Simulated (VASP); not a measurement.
VASP runs on KBiO3 (space group Pm-3m) share one base input (PBEsol GGA, plane waves, VASP's PBE PAW potentials (set 64)) and change the settings named in each case.

INCAR:
```
SYSTEM = KBiO3
PREC = Accurate
ENCUT = 400
EDIFF = 1E-6
NELM = 100
ALGO = Normal
LREAL = .FALSE.
LASPH = .TRUE.
ISMEAR = -1
SIGMA = 0.1
GGA = PS
LMAXMIX = 4
LWAVE = .FALSE.
LCHARG = .FALSE.
ISIF = 2
```

KPOINTS:
```
Automatic
0
gamma
 7 7 7
0 0 0
```

POSCAR:
```
KBiO3
1
    4.2969730000     0.0000000000     0.0000000000
    0.0000000000     4.2969730000     0.0000000000
    0.0000000000     0.0000000000     4.2969730000
K Bi O
1 1 3
Direct
  0.0000000000   0.0000000000   0.0000000000
  0.5000000000   0.5000000000   0.5000000000
  0.0000000000   0.5000000000   0.5000000000
  0.5000000000   0.5000000000   0.0000000000
  0.5000000000   0.0000000000   0.5000000000
```

POTCAR, in this order: K_sv Bi_d O (PBE.64 set). Program: vasp_std.

| change | E(σ→0) (eV/atom) | pressure (GPa) | −TS (eV) |
|---|---|---|---|
| base run | -5.3337 | -9.02 | -0.0709 |
| GGA removed, POTCAR K_sv Bi_d O (LDA.64 set) | -5.6981 | -12.29 | -0.0719 |
| GGA_COMPAT = .FALSE., LNONCOLLINEAR = .TRUE., LSORBIT = .TRUE., MAGMOM = 0.0 0.0 0.0 0.0 0.0 0.0 0.0 0.0 0.0 0.0 0.0 0.0 0.0 0.0 0.0, program vasp_ncl | -5.4272 | [?] | [?] |
| KPOINTS 2×2×2 Γ-centred mesh | -5.4172 | -10.50 | -0.0675 |

Question: Some entries are withheld; supply them.

Answer: 
- GGA_COMPAT = .FALSE., LNONCOLLINEAR = .TRUE., LSORBIT = .TRUE., MAGMOM = 0.0 0.0 0.0 0.0 0.0 0.0 0.0 0.0 0.0 0.0 0.0 0.0 0.0 0.0 0.0, program vasp_ncl, pressure (GPa): -9.00
- GGA_COMPAT = .FALSE., LNONCOLLINEAR = .TRUE., LSORBIT = .TRUE., MAGMOM = 0.0 0.0 0.0 0.0 0.0 0.0 0.0 0.0 0.0 0.0 0.0 0.0 0.0 0.0 0.0, program vasp_ncl, −TS (eV): -0.0700

Energies of different potentials or functionals have different zeros.  Unless said otherwise, spin-orbit coupling is left out, though it shifts the bands of the heavy elements here. At 400 eV the pressure can carry a Pulay error.

Left out are runs that ran out of time, are held back, or changed the cell or the kind of run, fixed moments of cells without a moment, rows past the twelfth, gaps on odd meshes, pressures of charged cells and columns that move by less than the noise.

The structure was generated: KBiO3 was put into an ordered model structure, which need not be its known phase. The cell was not relaxed at this level.
